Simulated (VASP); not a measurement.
**Al3GaO6: relaxation of cell and atoms with PBEsol**

Al3GaO6:

```xyz
10
Lattice="-2.4236 4.1979 0.0000 -4.8473 0.0000 0.0000 -2.4236 1.3993 4.4105" Properties=species:S:1:pos:R:3 pbc="T T T"
Ga   -4.8473    2.7986    4.1623
Al   -2.4236    1.3993    2.4535
Al   -7.2709    4.1979    1.9570
Al   -4.8473    2.7986    0.2483
O    -3.9076    1.3993    1.1026
O    -3.1656    2.9127    3.3079
O    -6.5289    2.6844    1.1026
O    -4.1053    4.3120    1.1026
O    -5.5893    1.2852    3.3079
O    -5.7869    4.1979    3.3079
```

The cell comes from a database or a generator and needn't be the stable form of this composition.

- Program: VASP 6.6.1
- Task: relaxation of cell and atoms
- Functional: PBEsol
- Potentials or basis: VASP PAW PBE potentials, release 64 (Ga_d, Al, O)
- Cutoff: 600 eV
- k mesh: 2 × 2 × 2
- Occupations: gaussian, width 0.02 eV
- Spin: no spin polarisation
- Further INCAR settings: ALGO = Normal; EDIFF = 1e-06; IBRION = 2; EDIFFG = -0.01; NSW = 40; ISIF = 3

- Relaxed volume: 8.83 Å³/atom
- Relaxed cell: a = 4.831 Å, b = 4.831 Å, c = 5.181 Å, α = 62.21°, β = 62.21°, γ = 60.00°
- Space group after relaxing (to 0.05 Å): R3 (No. 146)
- Energy gained by relaxing: 21.6 meV/atom
- Ionic steps: 13
- Pressure after relaxing: 0.1 GPa
- Largest force after relaxing: 0.004 eV/Å
- Band gap on the k mesh: 4.88 eV, direct

Forces in eV/Å, atoms in the order of the input:
```
Ga   0.000  0.000 -0.001
Al   0.000  0.000  0.000
Al   0.000  0.000  0.004
Al   0.000  0.000  0.000
O    0.001  0.000  0.000
O   -0.001 -0.001 -0.001
O   -0.001 -0.001  0.000
O   -0.001  0.001  0.000
O   -0.001  0.001 -0.001
O    0.001  0.000 -0.001
```

The path:
```
step  energy change (eV)  largest force (eV/Å)  pressure (GPa)  volume (Å³)
   1              0.0000                1.2938           -2.78        89.75
   2             -0.1677                0.5075            1.78        87.74
   3             -0.1749                0.5097            0.84        88.07
   4             -0.2032                0.2552           -0.39        88.45
   5             -0.2073                0.1966           -1.01        88.65
   6             -0.2148                0.0599            0.67        88.03
   7             -0.2148                0.0662            0.49        88.08
   8             -0.2155                0.0339           -0.30        88.36
   9             -0.2156                0.0280           -0.03        88.29
  10             -0.2156                0.0283           -0.08        88.29
  11             -0.2157                0.0186           -0.02        88.28
  12             -0.2157                0.0144           -0.02        88.27
  13             -0.2158                0.0040            0.05        88.25
```

Final structure:
```xyz
10
Lattice="-2.4155 4.1837 0.0000 -4.8309 0.0000 0.0000 -2.4155 1.3946 4.3667" Properties=species:S:1:pos:R:3 pbc="T T T"
Ga   -4.8309    2.7891    4.0377
Al   -2.4155    1.3946    2.3900
Al   -7.2464    4.1837    1.9368
Al   -4.8309    2.7891    0.2624
O    -3.9184    1.4118    1.1280
O    -3.0867    2.8984    3.2741
O    -6.4800    2.6875    1.1280
O    -4.0944    4.2681    1.1280
O    -5.6084    1.2240    3.2741
O    -5.7976    4.2450    3.2741
```

Levels at points of the mesh, in eV from the valence-band top:
```tsv
k point	band 26	band 27	band 28	band 29	band 30	band 31	band 32	band 33
(0.00, 0.00, 0.00)	-0.36	-0.01	-0.01	0.00	4.88	8.12	9.42	10.95
(0.50, 0.00, 0.00)	-0.83	-0.71	-0.24	-0.11	6.81	8.93	9.11	9.34
(0.50, 0.50, 0.00)	-1.01	-0.77	-0.48	-0.15	7.10	9.34	9.56	9.63
(0.00, 0.00, 0.50)	-0.44	-0.44	-0.14	-0.14	6.82	7.93	9.63	10.77
```

It took 72 s on 4 MPI ranks on Intel(R) Xeon(R) Platinum 8488C (Sapphire Rapids), on a shared host, peak memory 0.2 GiB a rank.

Caveat: the k mesh is coarse (spacing up to 0.79 Å⁻¹), so the values aren't converged; the PAW data sets were made with another functional, which shifts forces and pressure a little.
